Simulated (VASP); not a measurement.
These are PBEsol GGA, VASP's PBE PAW potentials (set 64) (plane waves; VASP) values and carry that method's errors.

Input for VASP

**POSCAR**
```
Zn4S3Se
1
    0.0000000000     2.7147138173     2.7147138173
    2.7147138173     0.0000000000     2.7147138173
   10.8534907095    10.8534907095     0.0053645596
Zn Se S
4 1 3
Direct
  0.0114234799   0.0114234799   0.9914323901
  0.9890435704   0.9890435704   0.2582173222
  0.9969808366   0.9969808366   0.5022643725
  0.0028219000   0.0028219000   0.7478835750
  0.2477913117   0.2477913117   0.0641565162
  0.2440750471   0.2440750471   0.3169437146
  0.2503307048   0.2503307048   0.5622519714
  0.2575331494   0.2575331494   0.8068501379
```

**INCAR**
```
SYSTEM = Zn4S3Se
PREC = Accurate; ENCUT = 400; LREAL = .FALSE.
LASPH = .TRUE.
EDIFF = 1E-6; NELM = 100; ALGO = Normal
LMAXMIX = 4
ISMEAR = 0; SIGMA = 0.05
GGA = PS
IBRION = 2; NSW = 60; ISIF = 3
EDIFFG = -0.02
LWAVE = .FALSE.; LCHARG = .FALSE.
```

KPOINTS:
```
Automatic mesh
0
Gamma
6 6 2
0 0 0
```

POTCAR, in this order: Zn Se S (PBE.64 set). Program: vasp_std.

The resulting files:

**OSZICAR**
```
       N       E                     dE             d eps       ncg     rms          rms(c)
DAV:   1     0.513000257371E+03    0.51300E+03   -0.28909E+04  1892   0.168E+03
DAV:   2     0.333942592651E+02   -0.47961E+03   -0.46661E+03  1940   0.390E+02
DAV:   3    -0.284212137680E+02   -0.61815E+02   -0.61001E+02  2101   0.140E+02
DAV:   4    -0.309453301615E+02   -0.25241E+01   -0.25157E+01  2261   0.283E+01
DAV:   5    -0.309850880775E+02   -0.39758E-01   -0.39724E-01  2266   0.367E+00    0.134E+01
DAV:   6    -0.294216026547E+02    0.15635E+01   -0.40943E+00  2702   0.466E+01    0.102E+01
DAV:   7    -0.295109873939E+02   -0.89385E-01   -0.42736E+00  2058   0.859E+00    0.364E+00
DAV:   8    -0.294528161761E+02    0.58171E-01   -0.22560E-01  2402   0.511E+00    0.103E+00
DAV:   9    -0.294480561775E+02    0.47600E-02   -0.81878E-02  2408   0.298E+00    0.369E-01
DAV:  10    -0.294481149486E+02   -0.58771E-04   -0.42386E-03  2205   0.973E-01    0.284E-01
DAV:  11    -0.294481670780E+02   -0.52129E-04   -0.64581E-04  2368   0.248E-01    0.222E-01
DAV:  12    -0.294482845764E+02   -0.11750E-03   -0.33847E-04  2370   0.225E-01    0.485E-02
DAV:  13    -0.294482901105E+02   -0.55340E-05   -0.11589E-04  2288   0.856E-02    0.350E-02
DAV:  14    -0.294482915314E+02   -0.14210E-05   -0.14536E-05  2183   0.308E-02    0.334E-02
DAV:  15    -0.294482908168E+02    0.71464E-06   -0.10314E-06  1216   0.416E-02
   1 F= -.29448291E+02 E0= -.29448291E+02  d E =-.294483E+02
       N       E                     dE             d eps       ncg     rms          rms(c)
DAV:   1    -0.294542056659E+02   -0.59141E-02   -0.12619E-01  2351   0.407E+00    0.599E-01
DAV:   2    -0.294492525375E+02    0.49531E-02   -0.29383E-02  2307   0.272E+00    0.224E-01
DAV:   3    -0.294487274252E+02    0.52511E-03   -0.15646E-03  2216   0.328E-01    0.114E-01
DAV:   4    -0.294485331992E+02    0.19423E-03   -0.22014E-04  2262   0.208E-01    0.502E-02
DAV:   5    -0.294485119926E+02    0.21207E-04   -0.46485E-05  2368   0.171E-01    0.182E-02
DAV:   6    -0.294485119944E+02   -0.18645E-08   -0.24591E-05  2663   0.719E-02    0.473E-03
DAV:   7    -0.294485122515E+02   -0.25709E-06   -0.84468E-06  2012   0.356E-02
   2 F= -.29448512E+02 E0= -.29448512E+02  d E =-.221435E-03
       N       E                     dE             d eps       ncg     rms          rms(c)
DAV:   1    -0.294488849017E+02   -0.37291E-03   -0.80113E-03  2348   0.104E+00    0.148E-01
DAV:   2    -0.294485795282E+02    0.30537E-03   -0.18522E-03  2317   0.675E-01    0.558E-02
DAV:   3    -0.294485465245E+02    0.33004E-04   -0.92164E-05  2152   0.560E-02    0.287E-02
DAV:   4    -0.294485321479E+02    0.14377E-04   -0.12150E-05  2109   0.321E-02    0.114E-02
DAV:   5    -0.294485303517E+02    0.17962E-05   -0.20872E-06  1335   0.405E-02    0.354E-03
DAV:   6    -0.294485302727E+02    0.78971E-07   -0.18088E-06  1079   0.207E-02
   3 F= -.29448530E+02 E0= -.29448530E+02  d E =-.239456E-03
       N       E                     dE             d eps       ncg     rms          rms(c)
DAV:   1    -0.294485631014E+02   -0.32750E-04   -0.76646E-04  2337   0.319E-01    0.457E-02
DAV:   2    -0.294485336058E+02    0.29496E-04   -0.18188E-04  2255   0.213E-01    0.177E-02
DAV:   3    -0.294485309074E+02    0.26984E-05   -0.90900E-06  2071   0.176E-02    0.920E-03
DAV:   4    -0.294485300010E+02    0.90638E-06   -0.11412E-06  1064   0.746E-03
   4 F= -.29448530E+02 E0= -.29448530E+02  d E =-.239184E-03
       N       E                     dE             d eps       ncg     rms          rms(c)
DAV:   1    -0.294485397913E+02   -0.88839E-05   -0.19886E-04  2334   0.169E-01    0.236E-02
DAV:   2    -0.294485324014E+02    0.73899E-05   -0.47870E-05  2299   0.109E-01    0.872E-03
DAV:   3    -0.294485314439E+02    0.95750E-06   -0.21407E-06  1115   0.124E-02
   5 F= -.29448531E+02 E0= -.29448531E+02  d E =-.240627E-03
       N       E                     dE             d eps       ncg     rms          rms(c)
DAV:   1    -0.294485328496E+02   -0.44820E-06   -0.62969E-05  2328   0.920E-02    0.130E-02
DAV:   2    -0.294485305735E+02    0.22760E-05   -0.13977E-05  1945   0.625E-02    0.465E-03
DAV:   3    -0.294485304512E+02    0.12239E-06   -0.10660E-06   997   0.182E-02
   6 F= -.29448530E+02 E0= -.29448530E+02  d E =-.239634E-03
       N       E                     dE             d eps       ncg     rms          rms(c)
DAV:   1    -0.294487934179E+02   -0.26284E-03   -0.35411E-02  1936   0.110E+00    0.104E-01
DAV:   2    -0.294486912743E+02    0.10214E-03   -0.11447E-03  2472   0.413E-01    0.475E-02
DAV:   3    -0.294486605978E+02    0.30676E-04   -0.84050E-05  2237   0.647E-02    0.271E-02
DAV:   4    -0.294486480645E+02    0.12533E-04   -0.17373E-05  2408   0.779E-02    0.865E-03
DAV:   5    -0.294486478115E+02    0.25292E-06   -0.10392E-05  2141   0.341E-02    0.388E-03
DAV:   6    -0.294486478081E+02    0.34543E-08   -0.10756E-06  1167   0.177E-02
   7 F= -.29448648E+02 E0= -.29448648E+02  d E =-.117357E-03
       N       E                     dE             d eps       ncg     rms          rms(c)
DAV:   1    -0.294487413535E+02   -0.93542E-04   -0.16794E-02  1936   0.759E-01    0.721E-02
DAV:   2    -0.294486922979E+02    0.49056E-04   -0.53697E-04  2472   0.285E-01    0.328E-02
DAV:   3    -0.294486774167E+02    0.14881E-04   -0.42541E-05  2231   0.513E-02    0.188E-02
DAV:   4    -0.294486713000E+02    0.61167E-05   -0.91180E-06  2336   0.701E-02    0.651E-03
DAV:   5    -0.294486710711E+02    0.22889E-06   -0.50983E-06  1927   0.269E-02
   8 F= -.29448671E+02 E0= -.29448671E+02  d E =-.140620E-03
       N       E                     dE             d eps       ncg     rms          rms(c)
DAV:   1    -0.294489562984E+02   -0.28500E-03   -0.15162E-02  2296   0.100E+00    0.135E-01
DAV:   2    -0.294487663214E+02    0.18998E-03   -0.18454E-03  2380   0.593E-01    0.522E-02
DAV:   3    -0.294487391138E+02    0.27208E-04   -0.81545E-05  2186   0.657E-02    0.302E-02
DAV:   4    -0.294487239738E+02    0.15140E-04   -0.20972E-05  2163   0.375E-02    0.841E-03
DAV:   5    -0.294487233506E+02    0.62317E-06   -0.45179E-06  2023   0.385E-02
   9 F= -.29448723E+02 E0= -.29448723E+02  d E =-.522795E-04
```

OUTCAR:
```
------------------------ aborting loop because EDIFF is reached ----------------------------------------
  FORCE on cell =-STRESS in cart. coord.  units (eV):
  Direction    XX          YY          ZZ          XY          YZ          ZX
  --------------------------------------------------------------------------------------
  Total       -0.0408915     -0.0408915     -0.0408915      0.0015657     -0.0015657     -0.0015657
  in kB       -0.4100682     -0.4100682     -0.4100682      0.0157011     -0.0157011     -0.0157011
  external PRESSURE =      -0.4100682 kB  Pullay stress =       0.0000000 kB
  volume of cell :      159.77
      direct lattice vectors                 reciprocal lattice vectors
    -0.000000000  2.712698086  2.712698086    -0.184291011  0.184345663  0.184291011
     2.712698086 -0.000000000  2.712698086     0.184345663 -0.184291011  0.184291011
    10.854011113 10.854011113 -0.003218768     0.046059090  0.046059090 -0.046059090
 POSITION                                       TOTAL-FORCE (eV/Angst)
 -----------------------------------------------------------------------------------
     10.79024     10.79024      0.06055        -0.001136     -0.001136      0.001136
      5.48643      5.48643      5.36436         0.000658      0.000658     -0.000658
      8.15865      8.15865      5.40485         0.002585      0.002585     -0.002585
      8.12257      8.12257      0.01552        -0.002141     -0.002141      0.002141
      1.36740      1.36740      1.34530         0.002106      0.002106     -0.002106
      4.10467      4.10467      1.32072         0.004480      0.004480     -0.004480
      6.78087      6.78087      1.35723         0.001525      0.001525     -0.001525
      9.45682      9.45682      1.39397        -0.008076     -0.008076      0.008076
 -----------------------------------------------------------------------------------
    total drift:                               -0.000518     -0.000518      0.000499
  FREE ENERGIE OF THE ION-ELECTRON SYSTEM (eV)
  ---------------------------------------------------
  free  energy   TOTEN  =       -29.4487233506 eV

  energy  without entropy=      -29.4487233506  energy(sigma->0) =      -29.44872335

 reached required accuracy - stopping structural energy minimisation
```
(Selected blocks of OUTCAR.)

CONTCAR:
```
Zn4S3Se
   1.00000000000000
    -0.0000000000000056    2.7126980861889596    2.7126980861889702
     2.7126980861889596   -0.0000000000000056    2.7126980861889702
    10.8540111128668482   10.8540111128668482   -0.0032187682109562
  Zn              Se              S
     4     1     3
Direct
     0.0117490556346892    0.0117490556346892    0.9911882082989870
     0.9889039839152673    0.9889039839152673    0.2583220120635458
     0.9965102580398904    0.9965102580398904    0.5026173064200848
     0.0033049838924616    0.0033049838924616    0.7475212620806574
     0.2480015842806027    0.2480015842806027    0.0639988117645475
     0.2436214233006934    0.2436214233006934    0.3172839324494786
     0.2504953435462624    0.2504953435462624    0.5621284923403053
     0.2574133672901312    0.2574133672901312    0.8069399744823990
```

The structure was generated: Zn4S3Se was put into an ordered model structure (R3m), which need not be its known phase. This run relaxes it. Symmetry was kept, so distortions that lower it aren't found. The start is the result of an earlier pass.
